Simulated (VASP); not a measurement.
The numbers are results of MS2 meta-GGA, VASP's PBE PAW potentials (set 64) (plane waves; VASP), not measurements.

VASP input:

POSCAR:
```
HfB2
1
    1.5550831964    -2.6934833317     0.0000000000
    1.5550831964     2.6934833317     0.0000000000
    0.0000000000     0.0000000000     3.4834858588
Hf B
1 2
Direct
  0.0000000000   0.0000000000   0.0000000000
  0.3333330000   0.6666670000   0.5000000000
  0.6666670000   0.3333330000   0.5000000000
```

### KPOINTS
```
Automatic mesh
0
G
 11 11 9
```

### INCAR
```
SYSTEM = HfB2
PREC = Accurate
ENCUT = 520
EDIFF = 1E-7
NELM = 100
ALGO = Normal
LREAL = .FALSE.
LASPH = .TRUE.
ISMEAR = 1
SIGMA = 0.1
METAGGA = MS2
LMIXTAU = .TRUE.
LMAXMIX = 6
LWAVE = .FALSE.
LCHARG = .FALSE.
ISIF = 4
IBRION = 2
NSW = 30
EDIFFG = -0.01
```

POTCAR, in this order: Hf_pv B (PBE.64 set). Program: vasp_std.

Unless said otherwise, spin-orbit coupling is left out, though it shifts the bands of the heavy elements here.

Question: Predict the energy per atom (σ→0), band gap (on the k-mesh).

Answer: 
```yaml
energy per atom (σ→0): -4.370 eV/atom
band gap (on the k-mesh): none (metal, semimetal or under 0.01 eV)
```

**OSZICAR**
```
...
DAV:   5    -0.131086611650E+02   -0.10489E-04   -0.11874E-05  2080   0.407E-02    0.806E-03
DAV:   6    -0.131086607483E+02    0.41676E-06   -0.11951E-06  2132   0.134E-02    0.252E-03
DAV:   7    -0.131086611937E+02   -0.44543E-06   -0.56914E-07  2124   0.967E-03    0.130E-03
DAV:   8    -0.131086614690E+02   -0.27536E-06   -0.12109E-07  1348   0.482E-03    0.580E-04
DAV:   9    -0.131086612245E+02    0.24454E-06   -0.17594E-08  1028   0.160E-03    0.256E-04
DAV:  10    -0.131086613877E+02   -0.16320E-06   -0.19267E-09   988   0.484E-04    0.238E-04
DAV:  11    -0.131086613100E+02    0.77692E-07   -0.77500E-10   984   0.293E-04
   2 F= -.13108661E+02 E0= -.13108668E+02  d E =-.834432E-04
```

The compound is HfB2 in the AlB2 type structure. This run relaxes it. Symmetry was kept, so distortions that lower it aren't found.
